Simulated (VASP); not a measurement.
Runs of VASP 6.6.1 on AlN. Symmetry: P6_3mc, No. 186, hexagonal system. Conventional cell: a = 3.128 Å, b = 3.128 Å, c = 5.016 Å, α = 90.00°, β = 90.00°, γ = 120.00°. Around Al (site symmetry 3m) lie 4 N at 1.90 to 1.91 Å. Around N (site symmetry 3m) lie 4 Al at 1.90 to 1.91 Å. The cell is a database's computed one.

```csv
task,level,potentials or basis,cell,k mesh,cutoff (eV),grid for exact exchange (PRECFOCK),exchange at q = 0,gap on the mesh (eV),pressure (GPa)
band structure,LDA,"VASP PAW LDA potentials, release 64 (Al, N)","P6_3mc, 10.62 Å³/atom",12 × 12 × 8,450,-,-,(a),-
relaxation of cell and atoms,PBE,"VASP PAW PBE potentials, release 64 (Al, N)",relaxed,11 × 11 × 6,600,-,-,4.06,0.0
band structure,PBE,"VASP PAW PBE potentials, release 64 (Al, N)","P6_3mc, 10.62 Å³/atom",12 × 12 × 8,600,-,-,4.06,0.0
band structure,PBE0,"VASP PAW PBE potentials, release 64 (Al, N)","P6_3mc, 10.62 Å³/atom",8 × 8 × 6,450,Fast,truncated,6.12,-
```

Alike in all rows: no spin polarisation; smearing gaussian 0.02 eV.

Problem. Estimate the missing entries.

Solution. (a) 4.08.

Caveats: the cutoff is under 1.25 times the usual one of these potentials, so pressure, stress and relaxed cells hold a basis-set (Pulay) error (some runs); an odd mesh through Γ misses points on the zone boundary, where band edges often lie (some runs); the PAW data sets were made with another functional, which shifts forces and pressure a little (some runs).
